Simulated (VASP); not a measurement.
A convergence study with VASP on Ni (fcc): one setting is varied, all else stays as given below, so the limit is that of these other settings. Each run relaxes cell and ions; the cell shown is the tightest run's result. The basis is that of the starting cell, so low cut-offs carry a Pulay error.

```xyz
1
Lattice="0.0000 1.7591 1.7591 1.7591 0.0000 1.7591 1.7591 1.7591 0.0000" Properties=species:S:1:pos:R:3 pbc="T T T"
Ni     0.0000     0.0000     0.0000
```
Starting moments (μB, in the order of the record's atoms Ni): 0.8.

Calculation: PBE GGA, VASP's PBE PAW potentials (set 64) (plane waves; VASP). The tightest run used: 700 eV cut-off, 15×15×15 Γ-centred mesh, first-order Methfessel-Paxton smearing of 0.10 eV, potentials Ni.

The reference is ENCUT = 700, which took about 50 core-seconds. Times come from single runs on busy shared machines, so they are rough: good to a factor of about 2.

Question: Of the settings ENCUT = 250; ENCUT = 300; ENCUT = 350; ENCUT = 400; ENCUT = 450; ENCUT = 500; ENCUT = 550; ENCUT = 600; ENCUT = 650; ENCUT = 700, which is the lowest that keeps the difference from the reference in relaxed volume (Å³/atom) within 0.02 from there on, and what does it cost?

Answer: ENCUT = 450; its cost over the reference is within a factor of 2.
```
setting      difference in relaxed volume (Å³/atom)  cost over the reference
-----------  --------------------------------------  -----------------------
ENCUT = 250                                   0.475                about 1/3
ENCUT = 300                                   0.018                about 1/3
ENCUT = 350                                   0.025                about 1/3
ENCUT = 400                                   0.031                about 1/3
ENCUT = 450                                   0.009     within a factor of 2
ENCUT = 500                                   0.001     within a factor of 2
ENCUT = 550                                   0.001     within a factor of 2
ENCUT = 600                                   0.004     within a factor of 2
ENCUT = 650                                   0.003     within a factor of 2
ENCUT = 700                                   0.000                reference
```

Left out are rungs that failed or repeat a setting and relaxations that didn't move; long series are thinned to 24 rows.

The compound is Ni in the fcc structure. The spin order is the one that the start imposed; others were not tried in this run.
